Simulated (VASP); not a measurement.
Input:

```
Pt3Ti
1.0
    3.92633     0.00000     0.00000
    0.00000     3.92633     0.00000
    0.00000     0.00000     3.92633
Ti Pt
1 3
Direct
  0.00000   0.00000   0.00000
  0.00000   0.50000   0.50000
  0.50000   0.00000   0.50000
  0.50000   0.50000   0.00000
```

Method: TPSS meta-GGA, VASP's PBE PAW potentials (set 64) (plane waves; VASP). Settings: 520 eV cut-off, 9×9×9 Γ-centred mesh, tetrahedra with Blöchl corrections, potentials Ti_sv Pt.

The cores are frozen, which limits the accuracy of field gradients.

Problem. Give the principal components of the electric field gradient (V/Å²) and the asymmetry η at each nucleus.

Solution. 
| atom | Vxx | Vyy | Vzz | η |
|---|---|---|---|---|
| Ti1 | 0.0 | 0.0 | 0.0 | - |
| Pt2 | 34.4 | 34.4 | -68.8 | 0.00 |
| Pt3 | 34.4 | 34.4 | -68.8 | 0.00 |
| Pt4 | 34.4 | 34.4 | -68.8 | 0.00 |

The compound is Pt3Ti in the L1_2 structure. It was relaxed first.
